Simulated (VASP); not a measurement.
Wanted: the native input for a VASP 6.6.1 run.

```
Task                   : relaxation of cell and atoms
Functional             : PBE
Potentials or basis    : VASP PAW PBE potentials, release 64 (Sn_d, Te)
Cutoff                 : 600 eV
k mesh                 : 10 × 10 × 10
Occupations            : gaussian, width 0.03 eV
Spin                   : no spin polarisation
Further INCAR settings : ALGO = Normal; EDIFF = 1e-06; IBRION = 2; EDIFFG = -0.01; NSW = 90; ISIF = 3
```

The structure of SnTe lies in POSCAR:

```
SnTe
1.0
    0.0000000000      3.1508500000      3.1508500000
    3.1508500000      0.0000000000      3.1508500000
    3.1508500000      3.1508500000      0.0000000000
Sn Te
1 1
Direct
    0.0000000000      0.0000000000      0.0000000000
    0.5000000000      0.5000000000      0.5000000000
```

One way to write it, as run:

INCAR

```
SYSTEM = SnTe
  PREC = Accurate
  ENCUT = 600
  EDIFF = 1E-6
  ISMEAR = 0
  SIGMA = 0.03
  LREAL = .FALSE.
  LASPH = .TRUE.
  NELM = 80
  ALGO = Normal
  ISIF = 3
  LWAVE = .FALSE.
  LCHARG = .FALSE.
  GGA = PE
  IBRION = 2
  NSW = 90
  EDIFFG = -0.01
```

KPOINTS

```
regular mesh
0
G
  10 10 10
  0 0 0
```

Potentials or basis: VASP PAW PBE potentials, release 64 (Sn_d, Te).

The run is started by

```console
$ cat potpaw_PBE.64/Sn_d/POTCAR potpaw_PBE.64/Te/POTCAR > POTCAR
$ mpirun -np 1 vasp_std > vasp.out
```

Results of the run:

The relaxed volume is 32.93 Å³/atom and the relaxed cell is a = 4.533 Å, b = 4.533 Å, c = 4.533 Å, α = 60.00°, β = 60.00°, γ = 60.00°. The space group after relaxing (to 0.05 Å) is Fm-3m (No. 225) and the energy gained by relaxing is 11.1 meV/atom. The ionic steps are 3, the pressure after relaxing is 0.0 GPa and the band gap on the k mesh is 0.05 eV, direct.

Caveat: spin-orbit coupling is left out, which moves the levels of the heavy elements.

Wall time 48 s on 1 thread of Intel(R) Xeon(R) 6975P-C (Granite Rapids) (shared host), peak memory 0.24 GiB.
